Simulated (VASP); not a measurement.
Output of a VASP run:

### OSZICAR
```
...
RMM:   2    -0.215959011929E+03   -0.83875E-02   -0.95276E-02   704   0.634E-01    0.277E-01
RMM:   3    -0.215960544884E+03   -0.15330E-02   -0.17339E-02   710   0.251E-01    0.184E-01
RMM:   4    -0.215960661952E+03   -0.11707E-03   -0.33773E-03   734   0.137E-01    0.150E-01
RMM:   5    -0.215960571347E+03    0.90605E-04   -0.87758E-04   704   0.685E-02    0.466E-02
RMM:   6    -0.215960599331E+03   -0.27983E-04   -0.25962E-04   706   0.308E-02    0.355E-02
RMM:   7    -0.215960587312E+03    0.12018E-04   -0.87062E-05   611   0.180E-02    0.152E-02
RMM:   8    -0.215960590598E+03   -0.32853E-05   -0.37747E-05   498   0.108E-02
   7 F= -.21596059E+03 E0= -.21596059E+03  d E =-.197538E-01
       N       E                     dE             d eps       ncg     rms          rms(c)
DAV:   1    -0.215960942670E+03   -0.35536E-03   -0.18733E+00   760   0.237E+00    0.325E-01
RMM:   2    -0.215962254390E+03   -0.13117E-02   -0.14829E-02   704   0.247E-01    0.111E-01
RMM:   3    -0.215962497526E+03   -0.24314E-03   -0.27200E-03   711   0.984E-02    0.719E-02
RMM:   4    -0.215962514327E+03   -0.16801E-04   -0.51017E-04   726   0.521E-02    0.572E-02
RMM:   5    -0.215962501619E+03    0.12708E-04   -0.13336E-04   690   0.268E-02    0.193E-02
RMM:   6    -0.215962506256E+03   -0.46370E-05   -0.41678E-05   514   0.122E-02
   8 F= -.21596251E+03 E0= -.21596251E+03  d E =-.216695E-01
       N       E                     dE             d eps       ncg     rms          rms(c)
DAV:   1    -0.215964598144E+03   -0.20965E-02   -0.18049E+00   728   0.236E+00    0.358E-01
RMM:   2    -0.215966183428E+03   -0.15853E-02   -0.17843E-02   704   0.273E-01    0.104E-01
RMM:   3    -0.215966493173E+03   -0.30975E-03   -0.33459E-03   716   0.111E-01    0.912E-02
RMM:   4    -0.215966506920E+03   -0.13747E-04   -0.56087E-04   721   0.568E-02    0.705E-02
RMM:   5    -0.215966491935E+03    0.14986E-04   -0.18376E-04   702   0.300E-02    0.200E-02
RMM:   6    -0.215966497787E+03   -0.58526E-05   -0.45817E-05   545   0.134E-02
   9 F= -.21596650E+03 E0= -.21596650E+03  d E =-.399153E-02
       N       E                     dE             d eps       ncg     rms          rms(c)
DAV:   1    -0.215966198588E+03    0.29335E-03   -0.12608E+00   752   0.197E+00    0.305E-01
RMM:   2    -0.215967324636E+03   -0.11260E-02   -0.12834E-02   704   0.231E-01    0.903E-02
RMM:   3    -0.215967553841E+03   -0.22920E-03   -0.24532E-03   717   0.946E-02    0.785E-02
RMM:   4    -0.215967563954E+03   -0.10113E-04   -0.40856E-04   719   0.488E-02    0.598E-02
RMM:   5    -0.215967554508E+03    0.94461E-05   -0.13282E-04   689   0.256E-02    0.176E-02
RMM:   6    -0.215967558861E+03   -0.43531E-05   -0.33528E-05   476   0.115E-02
  10 F= -.21596756E+03 E0= -.21596756E+03  d E =-.505260E-02
       N       E                     dE             d eps       ncg     rms          rms(c)
DAV:   1    -0.215967635862E+03   -0.81354E-04   -0.94143E-01   720   0.169E+00    0.306E-01
RMM:   2    -0.215968853932E+03   -0.12181E-02   -0.13957E-02   704   0.234E-01    0.807E-02
RMM:   3    -0.215969080069E+03   -0.22614E-03   -0.25240E-03   710   0.966E-02    0.808E-02
RMM:   4    -0.215969097691E+03   -0.17622E-04   -0.47156E-04   733   0.496E-02    0.656E-02
RMM:   5    -0.215969083760E+03    0.13932E-04   -0.14809E-04   691   0.268E-02    0.158E-02
RMM:   6    -0.215969088352E+03   -0.45927E-05   -0.37638E-05   505   0.120E-02
  11 F= -.21596909E+03 E0= -.21596909E+03  d E =-.152949E-02
```

OUTCAR:
```
------------------------ aborting loop because EDIFF is reached ----------------------------------------
  FORCE on cell =-STRESS in cart. coord.  units (eV):
  Direction    XX          YY          ZZ          XY          YZ          ZX
  --------------------------------------------------------------------------------------
  Total       12.3014169     12.2541760     12.2912266     -0.0146701      0.0628739      0.2143607
  in kB       15.2500582     15.1914937     15.2374253     -0.0181865      0.0779447      0.2657429
  external PRESSURE =      15.2263258 kB  Pullay stress =       0.0000000 kB
  volume of cell :     1292.39
      direct lattice vectors                 reciprocal lattice vectors
    10.892596236  0.000000000  0.000000000     0.091805478  0.000000000  0.000000000
     0.000000000 10.892596236  0.000000000     0.000000000  0.091805478  0.000000000
     0.000000000  0.000000000 10.892596236     0.000000000  0.000000000  0.091805478
  FREE ENERGIE OF THE ION-ELECTRON SYSTEM (eV)
  ---------------------------------------------------
  free  energy   TOTEN  =      -215.9690883525 eV

  energy  without entropy=     -215.9690883525  energy(sigma->0) =     -215.96908835

 reached required accuracy - stopping structural energy minimisation
```
(Selected blocks of OUTCAR.)

File POSCAR:
```
Zn33S32
1
   10.8925962364     0.0000000000     0.0000000000
    0.0000000000    10.8925962364    -0.0000000000
   -0.0000000000    -0.0000000000    10.8925962364
Zn S
33 32
Direct
  0.5000000000   0.0000000000   0.0000000000
  0.7500000000   0.2500000000   0.0000000000
  0.7500000000   0.0000000000   0.2500000000
  0.0000000000   0.0000000000   0.0000000000
  0.2500000000   0.2500000000   0.0000000000
  0.5000000000   0.5000000000   0.0000000000
  0.7500000000   0.7500000000   0.0000000000
  0.2500000000   0.0000000000   0.2500000000
  0.4977550000   0.2460200000   0.2539480000
  0.7500000000   0.5000000000   0.2500000000
  0.5000000000   0.0000000000   0.5000000000
  0.7500000000   0.2500000000   0.5000000000
  0.7500000000   0.0000000000   0.7500000000
  0.0000000000   0.5000000000   0.0000000000
  0.2500000000   0.7500000000   0.0000000000
  0.0000000000   0.2500000000   0.2500000000
  0.2471280000   0.5020730000   0.2510860000
  0.5000000000   0.7500000000   0.2500000000
  0.0000000000   0.0000000000   0.5000000000
  0.2536700000   0.2492620000   0.5004810000
  0.4995090000   0.4974530000   0.5035640000
  0.7500000000   0.7500000000   0.5000000000
  0.2500000000   0.0000000000   0.7500000000
  0.5000000000   0.2500000000   0.7500000000
  0.7500000000   0.5000000000   0.7500000000
  0.0000000000   0.7500000000   0.2500000000
  0.0000000000   0.5000000000   0.5000000000
  0.2500000000   0.7500000000   0.5000000000
  0.0000000000   0.2500000000   0.7500000000
  0.2500000000   0.5000000000   0.7500000000
  0.5000000000   0.7500000000   0.7500000000
  0.0000000000   0.7500000000   0.7500000000
  0.3761320000   0.3775620000   0.3754040000
  0.6250000000   0.1250000000   0.1250000000
  0.8750000000   0.3750000000   0.1250000000
  0.8750000000   0.1250000000   0.3750000000
  0.1250000000   0.1250000000   0.1250000000
  0.3739620000   0.3734790000   0.1251220000
  0.6250000000   0.6250000000   0.1250000000
  0.8750000000   0.8750000000   0.1250000000
  0.3710800000   0.1206750000   0.3717880000
  0.6254310000   0.3793190000   0.3786720000
  0.8750000000   0.6250000000   0.3750000000
  0.6250000000   0.1250000000   0.6250000000
  0.8750000000   0.3750000000   0.6250000000
  0.8750000000   0.1250000000   0.8750000000
  0.1250000000   0.6250000000   0.1250000000
  0.3750000000   0.8750000000   0.1250000000
  0.1260870000   0.3728320000   0.3766150000
  0.3759780000   0.6267640000   0.3753730000
  0.6250000000   0.8750000000   0.3750000000
  0.1250000000   0.1250000000   0.6250000000
  0.3761220000   0.3793290000   0.6265310000
  0.6250000000   0.6250000000   0.6250000000
  0.8750000000   0.8750000000   0.6250000000
  0.3750000000   0.1250000000   0.8750000000
  0.6250000000   0.3750000000   0.8750000000
  0.8750000000   0.6250000000   0.8750000000
  0.1250000000   0.8750000000   0.3750000000
  0.1250000000   0.6250000000   0.6250000000
  0.3750000000   0.8750000000   0.6250000000
  0.1250000000   0.3750000000   0.8750000000
  0.3750000000   0.6250000000   0.8750000000
  0.6250000000   0.8750000000   0.8750000000
  0.1250000000   0.8750000000   0.8750000000
```

### Question
Reconstruct the remaining input files.

### Answer
One answer among several that fit: the input of the run itself, PBE GGA, plane waves, VASP's PBE PAW potentials (set 64).

File KPOINTS:
```
kpoints
0
gamma
  1 1 1
0 0 0
```

### INCAR
```
EDIFFG=-0.03
ALGO=Fast   # Davidson, then RMM-DIIS
ISYM=0
IBRION=2
LASPH=T   # aspherical one-centre terms
NELM=100   # most electronic steps
SYSTEM=Zn33S32
ISIF=2   # forces and stress, cell fixed
PREC=Normal
SIGMA=0.05   # width (eV)
EDIFF=1E-5   # SCF stop (eV)
LWAVE=F
NELMIN=4
LMAXMIX=4
LCHARG=F
ENCUT=400   # plane-wave cut-off (eV)
ISMEAR=0   # Gaussian
GGA=PE   # PBE
LREAL=Auto
NSW=60   # most ionic steps
```

POTCAR, in this order: Zn S (PBE.64 set). Program: vasp_gam.

The supercell is sampled at Γ alone, which is coarse: total energies, pressure and levels can be off, energies of defects by several tenths of an eV.

The cell is a supercell with a defect, built from ZnS (zinc blende): Zn_i. The run is not spin-polarised, so no state with unpaired spins was tried.
